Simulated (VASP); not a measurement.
# PIr (Fm-3m) in VASP: further runs, part 3 of 3

VASP 6.6.1. The steps go on from the part before.

### 4 Electric field gradients, PBE (volume scaled by 1.06)

The input, INCAR:

```
SYSTEM = PIr
  ALGO = Normal
  EDIFF = 1E-8
  ENCUT = 520
  GGA = PE
  ISIF = 2
  ISMEAR = -1
  LASPH = .True.
  LCHARG = .False.
  LEFG = .True.
  LREAL = .False.
  LWAVE = .False.
  NBANDS = 14
  NELM = 100
  PREC = Accurate
  SIGMA = 0.05
```

The input, KPOINTS:

```
k-points
0
Gamma
  13 13 13
  0 0 0
```

The input, POSCAR:

```
PIr
1.0
    0.0000000000      2.5131446725      2.5131446725
    2.5131446725      0.0000000000      2.5131446725
    2.5131446725      2.5131446725      0.0000000000
Ir P
1 1
Direct
    0.0000000000      0.0000000000      0.0000000000
    0.5000000000      0.5000000000      0.5000000000
```

Potentials or basis: VASP PAW PBE potentials, release 64 (Ir, P).

Run with:

```sh
cat potpaw_PBE.64/Ir/POTCAR potpaw_PBE.64/P/POTCAR > POTCAR
mpirun -np 1 vasp_std > vasp.out
```

OUTCAR:

```text
SYSTEM = PIr
   EDIFF = 1E-8
   ENCUT = 520
   GGA = PE
   ISIF = 2
   ISMEAR = -1
   LASPH = .True.
   LREAL = .False.
   NELM = 100
   PREC = Accurate

 ion  position               nearest neighbor table
   1  0.000  0.000  0.000-   2 2.51   2 2.51   2 2.51   2 2.51   2 2.51   2 2.51
   2  0.500  0.500  0.500-   1 2.51   1 2.51   1 2.51   1 2.51   1 2.51   1 2.51

  LATTYP: Found a face centered cubic cell.
 ALAT       =     5.0262893450

  Lattice vectors:

 A1 = (   0.0000000000,   2.5131446725,   2.5131446725)
 A2 = (   2.5131446725,   0.0000000000,   2.5131446725)
 A3 = (   2.5131446725,   2.5131446725,   0.0000000000)

Analysis of symmetry for initial positions (statically):
=====================================================================
 Subroutine PRICEL returns:
 Original cell was already a primitive cell.

 Routine SETGRP: Setting up the symmetry group for a
 face centered cubic supercell.

 Subroutine GETGRP returns: Found 48 space group operations
 (whereof 48 operations were pure point group operations)
 out of a pool of 48 trial point group operations.

The static configuration has the point symmetry O_h .

Analysis of symmetry for dynamics (positions and initial velocities):
=====================================================================
 Subroutine PRICEL returns:
 Original cell was already a primitive cell.

 Routine SETGRP: Setting up the symmetry group for a
 face centered cubic supercell.

 Subroutine GETGRP returns: Found 48 space group operations
 (whereof 48 operations were pure point group operations)
 out of a pool of 48 trial point group operations.

The dynamic configuration has the point symmetry O_h .

 Subroutine INISYM returns: Found 48 space group operations
 (whereof 48 operations are pure point group operations),
 and found     1 'primitive' translations

----------------------------------------------------------------------------------------

                                     Primitive cell

  volume of cell :      31.7455

  direct lattice vectors                    reciprocal lattice vectors
     0.000000000  2.513144673  2.513144673    -0.198953926  0.198953926  0.198953926
     2.513144673  0.000000000  2.513144673     0.198953926 -0.198953926  0.198953926
     2.513144673  2.513144673  0.000000000     0.198953926  0.198953926 -0.198953926

  length of vectors
     3.554123280  3.554123280  3.554123280     0.344598309  0.344598309  0.344598309

  position of ions in fractional coordinates (direct lattice)
     0.000000000  0.000000000  0.000000000
     0.500000000  0.500000000  0.500000000

  ion indices of the primitive-cell ions
   primitive index   ion index
                 1           1
                 2           2

----------------------------------------------------------------------------------------

 KPOINTS: k-points

Automatic generation of k-mesh.
 Grid dimensions read from file:
 generate k-points for:   13   13   13

[... 80 lines left out ...]
   IALGO  =     38    algorithm
   IMIX   =      4    mixing-type and parameters
     AMIX     =   0.40;   BMIX     =  1.00
     AMIX_MAG =   1.60;   BMIX_MAG =  1.00
  volume/ion in A,a.u.               =      15.87       107.11
  Fermi-wavevector in a.u.,A,eV,Ry     =   1.246111  2.354808 21.127022  1.552792
  Thomas-Fermi vector in A             =   2.380303
   LORBIT       =      0    0 simple, 1 ext, 2 COOP (PROOUT), +10 PAW based schemes
   GGA     = PE    functional components
   LHFCALC =     F    Hartree Fock is set to
   AEXX    =    0.0000 exact exchange contribution
   IVDW    =     0    specifies the selected vdW correction
   LEPSILON=     F    determine dielectric tensor
   LRPA    =     F    only Hartree local field effects (RPA)
 non-spin polarized calculation
  energy-cutoff  :      520.00
  volume of cell :       31.75
 maximum number of plane-waves:       881
   NGX = 13   NGY = 13   NGZ = 13

 number of electron      13.9999999 magnetization

 Free energy of the ion-electron system (eV)
  ---------------------------------------------------
  ext. energy  EPLUGINS =         0.00000000
  ---------------------------------------------------
  free energy    TOTEN  =       -13.98367909 eV

  energy without entropy =      -13.97151513  energy(sigma->0) =      -13.97759711

 E-fermi :   8.0725     XC(G=0): -12.0402

 val. band max:        8.0689161684   @ k =   0.0769   0.0000   0.0000
 cond. band min:       8.0739040126   @ k =  -0.1538   0.2308   0.0769
 fundamental gap:      0.0049878442
 Fermi energy:         8.0724536655

 k-point     1 :       0.0000    0.0000    0.0000
  band No.  band energies     occupation
      1      -5.3867      2.00000
      2       5.2927      2.00000
      3       5.2927      2.00000
      4       5.2927      2.00000
      5       5.3733      2.00000
      6       5.3733      2.00000
      7       8.3294      0.01165
      8       8.3294      0.01165
      9       8.3294      0.01165
     10      13.5036      0.00000
     11      18.4288      0.00000
     12      20.4902      0.00000
     13      20.4902      0.00000
     14      20.4902      0.00000
[... 377 lines left out ...]
      1      -2.8968      2.00000
      2       1.3337      2.00000
      3       3.1704      2.00000
      4       3.5112      2.00000
      5       6.3849      2.00000
      6       6.9921      2.00000
      7       7.5907      1.99987
      8      10.9861      0.00000
      9      11.7554      0.00000
     10      13.8797      0.00000
     11      15.0894      0.00000
     12      17.2181      0.00000
     13      18.8005      0.00000
     14      22.2655      0.00000

 [... further k-points ...]

------------------------ aborting loop because EDIFF is reached ----------------------------------------

  FORCE on cell =-STRESS in cart. coord.  units (eV):
  Direction    XX          YY          ZZ          XY          YZ          ZX
  --------------------------------------------------------------------------------------
  -------------------------------------------------------------------------------------
  Total       -2.0208169     -2.0208169     -2.0208169      0.0000000      0.0000000     -0.0000000
  in kB     -101.9894114   -101.9894114   -101.9894114      0.0000000      0.0000000     -0.0000000
  external PRESSURE =    -101.9894114 kB  Pullay stress =       0.0000000 kB

 VOLUME and BASIS-vectors are now :
 -----------------------------------------------------------------------------
  energy-cutoff  :      520.00
  volume of cell :       31.75
      direct lattice vectors                 reciprocal lattice vectors
     0.000000000  2.513144673  2.513144673    -0.198953926  0.198953926  0.198953926
     2.513144673  0.000000000  2.513144673     0.198953926 -0.198953926  0.198953926
     2.513144673  2.513144673  0.000000000     0.198953926  0.198953926 -0.198953926

 POSITION                                       TOTAL-FORCE (eV/Angst)
 -----------------------------------------------------------------------------------
      0.00000      0.00000      0.00000         0.000000      0.000000     -0.000000
      2.51314      2.51314      2.51314         0.000000     -0.000000      0.000000
 -----------------------------------------------------------------------------------
    total drift:                               -0.000000      0.000000      0.000000

  FREE ENERGIE OF THE ION-ELECTRON SYSTEM (eV)
  ---------------------------------------------------
  free  energy   TOTEN  =       -13.9836790905 eV

  energy  without entropy=      -13.9715151253  energy(sigma->0) =      -13.97759711

 Electric field gradients (V/A^2)
---------------------------------------------------------------------
 ion       V_xx      V_yy      V_zz      V_xy      V_xz      V_yz
---------------------------------------------------------------------
   1       0.000     0.000     0.000     0.000     0.000     0.000
   2      -0.000     0.000    -0.000    -0.000    -0.000    -0.000
---------------------------------------------------------------------

 Electric field gradients after diagonalization (V/A^2)
 (convention: |V_zz| > |V_xx| > |V_yy|)
----------------------------------------------------------------------
 ion       V_xx      V_yy      V_zz     asymmetry (V_yy - V_xx)/ V_zz
----------------------------------------------------------------------
   1      -0.000    -0.000     0.000       0.000
   2       0.000     0.000    -0.000       0.000
----------------------------------------------------------------------

           NMR quadrupolar parameters

 Cq : quadrupolar parameter    Cq=e*Q*V_zz/h
 eta: asymmetry parameters     (V_yy - V_xx)/ V_zz
 Q  : nuclear electric quadrupole moment in mb (millibarn)
----------------------------------------------------------------------
 ion       Cq(MHz)       eta       Q (mb)
----------------------------------------------------------------------
   1       0.000       0.000       1.000
   2      -0.000       0.000       1.000
----------------------------------------------------------------------
```

OSZICAR:

```text
N       E                     dE             d eps       ncg     rms          rms(c)
DAV:   1     0.765314918687E+02    0.76531E+02   -0.62215E+03  2368   0.916E+02
DAV:   2    -0.108995459531E+02   -0.87431E+02   -0.77063E+02  2424   0.215E+02
DAV:   3    -0.143742461477E+02   -0.34747E+01   -0.33941E+01  3162   0.460E+01
DAV:   4    -0.144230757372E+02   -0.48830E-01   -0.48795E-01  2592   0.566E+00
DAV:   5    -0.144241208268E+02   -0.10451E-02   -0.10450E-02  3160   0.844E-01    0.128E+01
DAV:   6    -0.140597748327E+02    0.36435E+00   -0.23212E+00  3012   0.153E+01    0.539E+00
DAV:   7    -0.139943929653E+02    0.65382E-01   -0.29565E-01  3018   0.569E+00    0.373E+00
DAV:   8    -0.139839799002E+02    0.10413E-01   -0.38919E-02  2880   0.171E+00    0.424E-01
DAV:   9    -0.139838007672E+02    0.17913E-03   -0.96674E-04  2684   0.219E-01    0.339E-01
DAV:  10    -0.139836835160E+02    0.11725E-03   -0.65906E-04  2730   0.202E-01    0.633E-02
DAV:  11    -0.139836826265E+02    0.88945E-06   -0.75700E-05  3128   0.786E-02    0.288E-02
DAV:  12    -0.139836802346E+02    0.23919E-05   -0.44371E-06  2906   0.152E-02    0.112E-02
DAV:  13    -0.139836792413E+02    0.99330E-06   -0.77219E-07  2988   0.995E-03    0.259E-03
DAV:  14    -0.139836790826E+02    0.15871E-06   -0.38380E-08  2112   0.170E-03    0.620E-04
DAV:  15    -0.139836790905E+02   -0.79232E-08   -0.75793E-09  1464   0.899E-04
   1 F= -.13983679E+02 E0= -.13977597E+02  d E =-.121640E-01
```

Run time: 25 s. Hardware: 1 thread of Intel Xeon 6975P-C (Granite Rapids), shared host; peak memory 0.18 GiB.

Results:

```
Free energy            : -13.9837 eV
Pressure               : -10.2 GPa
Band gap on the k mesh : none (metal or under the smearing width)
```

Electric field gradients, principal values (V/Å²):
| atom | Vxx | Vyy | Vzz |
| --- | --- | --- | --- |
| 1 Ir | 0.000 | 0.000 | 0.000 |
| 2 P | 0.000 | 0.000 | 0.000 |

The run has no spin-orbit coupling, so splittings on Ir are missing.

### 5 Summary

```csv
task,cell,k mesh for the DOS,occupations for the DOS,gap on the mesh (eV),pressure (GPa)
density of states,as given,20 × 20 × 20,tetrahedron,-,-
electric field gradients,"volume scaled by 0.9405, PAW files",-,-,none,15.4
electric field gradients,"volume scaled by 1.06, PAW files",-,-,none,-10.2
```

Alike in all rows: level PBE; potentials or basis VASP PAW PBE potentials, release 64 (Ir, P); no spin polarisation; k mesh 13 × 13 × 13; cutoff (eV) 520; smearing fermi-dirac 0.05 eV.

Caveats: so large a pressure means that the cell lies far from this level's equilibrium, or that cutoff or potentials fall short (some runs).

Absolute energies hang on the potentials; compare differences alone.
